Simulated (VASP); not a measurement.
Computed with PBEsol GGA, VASP's PBE PAW potentials (set 64) (plane waves; VASP).

The input files of a VASP run:

### INCAR
```
# general
SYSTEM  = WS2
PREC    = Accurate
ENCUT   = 480
LREAL   = .FALSE.   # projection in real space or not
LASPH   = .TRUE.   # aspherical one-centre terms

# electronic loop
EDIFF   = 1E-6   # SCF stop (eV)
NELM    = 100   # most electronic steps
ALGO    = Normal   # blocked Davidson
LMAXMIX = 6   # l cut-off of mixed one-centre charges

# smearing
ISMEAR  = 0   # Gaussian
SIGMA   = 0.05

# functional
GGA     = PS   # PBEsol

# ions
IBRION  = 2
NSW     = 60
ISIF    = 3   # ions, shape and volume
EDIFFG  = -0.02

# output
LWAVE   = .FALSE.
LCHARG  = .FALSE.
```

POSCAR:
```
WS2
1
    3.1475574392     0.0000000000     0.0000000000
   -1.5737787196     2.7258646803    -0.0000000000
   -0.0000000000    -0.0000000000    12.6355425460
W S
2 4
Direct
  0.6666670000   0.3333330000   0.7500000000
  0.3333330000   0.6666670000   0.2500000000
  0.6666670000   0.3333330000   0.3740580620
  0.3333330000   0.6666670000   0.8740580620
  0.3333330000   0.6666670000   0.6259419380
  0.6666670000   0.3333330000   0.1259419380
```

File KPOINTS:
```
Automatic mesh
0
Gamma
7 7 2
0 0 0
```

POTCAR, in this order: W_sv S (PBE.64 set). Program: vasp_std.

What VASP printed:

### OUTCAR
```
 ion  position               nearest neighbor table
   1  0.667  0.333  0.750-   4 2.40   5 2.40   4 2.40   5 2.40   4 2.40   5 2.40
   2  0.333  0.667  0.250-   3 2.40   6 2.40   3 2.40   6 2.40   3 2.40   6 2.40
   3  0.667  0.333  0.374-   2 2.40   2 2.40   2 2.40
   4  0.333  0.667  0.874-   1 2.40   1 2.40   1 2.40
   5  0.333  0.667  0.626-   1 2.40   1 2.40   1 2.40
   6  0.667  0.333  0.126-   2 2.40   2 2.40   2 2.40
  LATTYP: Found a hexagonal cell.
 ALAT       =     3.1475574392
 C/A-ratio  =     4.0143961755
 Subroutine PRICEL returns:
 Original cell was already a primitive cell.
 Subroutine GETGRP returns: Found 24 space group operations
The static configuration has the point symmetry D_3d.
 The point group associated with its full space group is D_6h.
The dynamic configuration has the point symmetry D_3d.
 Subroutine INISYM returns: Found 24 space group operations
 Subroutine IBZKPT returns following result:
 Found     16 irreducible k-points:

 Following reciprocal coordinates:
            Coordinates               Weight
  0.000000  0.000000  0.000000      1.000000
  0.142857  0.000000  0.000000      6.000000
  0.285714  0.000000  0.000000      6.000000
...
```

File OSZICAR:
```
       N       E                     dE             d eps       ncg     rms          rms(c)
DAV:   1     0.505995619270E+03    0.50600E+03   -0.27691E+04  1104   0.158E+03
DAV:   2    -0.191518407492E+02   -0.52515E+03   -0.51405E+03  1161   0.436E+02
DAV:   3    -0.522701707048E+02   -0.33118E+02   -0.32878E+02  1275   0.100E+02
DAV:   4    -0.531021043164E+02   -0.83193E+00   -0.82961E+00  1218   0.165E+01
DAV:   5    -0.531263205472E+02   -0.24216E-01   -0.24203E-01  1264   0.280E+00    0.398E+01
DAV:   6    -0.509229031838E+02    0.22034E+01   -0.12118E+01  1176   0.205E+01    0.172E+01
DAV:   7    -0.506763842651E+02    0.24652E+00   -0.34833E+00  1178   0.849E+00    0.619E+00
DAV:   8    -0.505567392561E+02    0.11965E+00   -0.58157E-01  1285   0.448E+00    0.198E+00
DAV:   9    -0.505576119670E+02   -0.87271E-03   -0.58307E-02  1385   0.122E+00    0.985E-01
DAV:  10    -0.505554206621E+02    0.21913E-02   -0.27721E-02  1262   0.105E+00    0.335E-01
DAV:  11    -0.505551227623E+02    0.29790E-03   -0.39801E-03  1221   0.385E-01    0.135E-01
DAV:  12    -0.505550966351E+02    0.26127E-04   -0.17516E-04  1226   0.893E-02    0.491E-02
DAV:  13    -0.505551097096E+02   -0.13074E-04   -0.92493E-05  1286   0.527E-02    0.184E-02
DAV:  14    -0.505551098055E+02   -0.95994E-07   -0.73079E-06  1196   0.185E-02
   1 F= -.50555110E+02 E0= -.50555110E+02  d E =-.505551E+02
```

### OUTCAR
```
------------------------ aborting loop because EDIFF is reached ----------------------------------------
  FORCE on cell =-STRESS in cart. coord.  units (eV):
  Direction    XX          YY          ZZ          XY          YZ          ZX
  --------------------------------------------------------------------------------------
  Total       -0.0480608     -0.0480608      0.0427016      0.0000000      0.0000000     -0.0000000
  in kB       -0.7102800     -0.7102800      0.6310782      0.0000000      0.0000000     -0.0000000
  external PRESSURE =      -0.2631606 kB  Pullay stress =       0.0000000 kB
  volume of cell :      108.41
      direct lattice vectors                 reciprocal lattice vectors
     3.147557439  0.000000000  0.000000000     0.317706672  0.183428034  0.000000000
    -1.573778720  2.725864680  0.000000000     0.000000000  0.366856069  0.000000000
     0.000000000  0.000000000 12.635542546     0.000000000  0.000000000  0.079141833
 POSITION                                       TOTAL-FORCE (eV/Angst)
 -----------------------------------------------------------------------------------
      1.57378      0.90862      9.47666         0.000000     -0.000000      0.000000
     -0.00000      1.81724      3.15889        -0.000000     -0.000000      0.000000
      1.57378      0.90862      4.72643         0.000000     -0.000000      0.006328
     -0.00000      1.81724     11.04420         0.000000      0.000000      0.006328
     -0.00000      1.81724      7.90912        -0.000000      0.000000     -0.006328
      1.57378      0.90862      1.59134         0.000000     -0.000000     -0.006328
 -----------------------------------------------------------------------------------
    total drift:                                0.000608     -0.000351      0.000788
  FREE ENERGIE OF THE ION-ELECTRON SYSTEM (eV)
  ---------------------------------------------------
  free  energy   TOTEN  =       -50.5551098055 eV

  energy  without entropy=      -50.5551098055  energy(sigma->0) =      -50.55510981

 reached required accuracy - stopping structural energy minimisation
```
(Selected blocks of OUTCAR.)

Without a dispersion term in the relaxation, distances and binding between the weakly bound layers, chains or molecules are unreliable, and so is what depends on them.

The compound is WS2 in the 2H layered structure. It was relaxed first. The start is the result of an earlier pass.
